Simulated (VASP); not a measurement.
Crystal: NbSiO4.

```
CELL_PARAMETERS angstrom
0.00000 3.22863 3.22863
3.22863 0.00000 3.22863
3.22863 3.22863 0.00000
ATOMIC_POSITIONS crystal
Nb 0.00000 0.00000 0.00000
Si 0.25000 0.25000 0.25000
O 0.62380 0.62380 0.12861
O 0.62380 0.12861 0.62380
O 0.12861 0.62380 0.62380
O 0.62380 0.62380 0.62380
```

The cell was built by a generator and needn't be a form met in nature.

* Program: VASP 6.6.1
* Task: relaxation of cell and atoms
* Functional: PBE
* Potentials or basis: VASP PAW PBE potentials, release 64 (Nb_sv, Si, O)
* Cutoff: 520 eV
* k mesh: 4 × 4 × 4
* Occupations: gaussian, width 0.15 eV
* Spin: no spin polarisation

At the start: pressure -15.2 GPa; volume 11.22 Å³/atom.

Where does the relaxation end?

Over 5 steps the energy falls by 66.0 meV/atom and the volume is 10.03 Å³/atom (-10.6 %); space group F-43m (No. 216, to 0.05 Å).

The path:
| step | energy change (eV) | largest force (eV/Å) | pressure (GPa) | volume (Å³) |
| --- | --- | --- | --- | --- |
| 1 | 0.0000 | 0.3634 | -15.16 | 67.31 |
| 2 | -0.3309 | 0.0399 | 8.19 | 57.49 |
| 3 | -0.3933 | 0.1676 | 0.36 | 60.00 |
| 4 | -0.3932 | 0.1718 | -0.09 | 60.14 |
| 5 | -0.3958 | 0.0091 | -0.02 | 60.20 |

Final structure:
```
Nb Si O
1.0
     0.00000    3.11062    3.11062
     3.11062    0.00000    3.11062
     3.11062    3.11062    0.00000
Nb Si O
1 1 4
Cartesian
  3.1106 3.1106 0.0000
  1.5553 1.5553 1.5553
  2.3292 2.3292 3.8921
  2.3292 3.8921 2.3292
  3.8921 2.3292 2.3292
  3.8921 3.8921 3.8921
```

Caveat: the k mesh is coarse (spacing up to 0.42 Å⁻¹), so the values aren't converged; an odd number of electrons without spin polarisation forces a metal; a magnetic or distorted state may lie lower.
